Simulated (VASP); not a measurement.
Given:

```xyz
2
Lattice="0.0000 2.4574 2.4574 2.4574 0.0000 2.4574 2.4574 2.4574 0.0000" Properties=species:S:1:pos:R:3 pbc="T T T"
Ca     0.0000     0.0000     0.0000
O      2.4574     2.4574     2.4574
```

These are TPSS meta-GGA, VASP's PBE PAW potentials (set 64) (plane waves; VASP 6.6.1) values and carry that method's errors. Settings: 520 eV cut-off, 9×9×9 Γ-centred mesh, Gaussian smearing of 0.050 eV, potentials Ca_sv O.

Task: Predict the energy per atom (σ→0), pressure.

Result: 
```yaml
energy per atom (σ→0): -10.881 eV/atom
pressure: -5.66 GPa
```

Total energies compare only between runs with the same potentials, cut-off and functional.

The compound is CaO in the rock salt structure. This cell is one point of a volume scan, at 1.06 of the reference volume.
